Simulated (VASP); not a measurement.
An input for Quantum ESPRESSO's pw.x (written as the equivalent of a VASP run, and not itself run):

```
&CONTROL
  calculation = 'vc-relax'
  pseudo_dir = './pseudo'
  outdir = './out'
  tprnfor = .true.
  tstress = .true.
  nstep = 40
  forc_conv_thr = 0.00078
/
&SYSTEM
  ibrav = 0
  nat = 2
  ntyp = 2
  ecutwfc = 48
  occupations = 'smearing'
  smearing = 'gaussian'
  degauss = 0.003675
  input_dft = 'pz'
/
&ELECTRONS
  conv_thr = 7.3e-08
  electron_maxstep = 100
/
&IONS
/
&CELL
  press = 200
/
ATOMIC_SPECIES
  Al 26.982 Al.upf
  P 30.974 P.upf
CELL_PARAMETERS angstrom
    -0.0000000    2.5762985    2.5762985
     2.5762985   -0.0000000    2.5762985
     2.5762985    2.5762985   -0.0000000
ATOMIC_POSITIONS crystal
  Al   0.0000000  1.0000000  1.0000000
  P    0.2500000  0.2500000  0.2500000
K_POINTS automatic
  9 9 9 0 0 0
```

Translate this input to VASP (INCAR, KPOINTS, POSCAR, choice of POTCAR).

One answer among several that fit: 
**POSCAR**
```
AlP
1
   -0.0000000000     2.5762984664     2.5762984664
    2.5762984664    -0.0000000000     2.5762984664
    2.5762984664     2.5762984664    -0.0000000000
Al P
1 1
Direct
  0.0000000000   1.0000000000   1.0000000000
  0.2500000000   0.2500000000   0.2500000000
```

### KPOINTS
```
Automatic
0
G
  9 9 9
```

### INCAR
```
! general
SYSTEM   =  AlP
PREC     =  Accurate
ENCUT    =  500
LREAL    =  .False.
LASPH    =  .True.

! electronic loop
EDIFF    =  1E-6
NELM     =  100
ALGO     =  Normal

! smearing
ISMEAR   =  0
SIGMA    =  0.05

! ions
IBRION   =  2
NSW      =  40
ISIF     =  3
EDIFFG   =  -0.02
PSTRESS  =  200

! output
LWAVE    =  .False.
LCHARG   =  .False.
```

POTCAR, in this order: Al P (LDA.64 set). Program: vasp_std.

The two are equivalent in intent, not identical: the potentials are each code's own (VASP's PAW set, PseudoDojo norm-conserving files in pw.x), so ENCUT and ecutwfc are chosen apart and not converted; conv_thr bounds pw.x's estimated SCF error, while EDIFF bounds the energy change between steps; forc_conv_thr acts on force components and is met together with etot_conv_thr.

The compound is AlP in the zinc blende structure. It was relaxed first under an external pressure of 20 GPa.
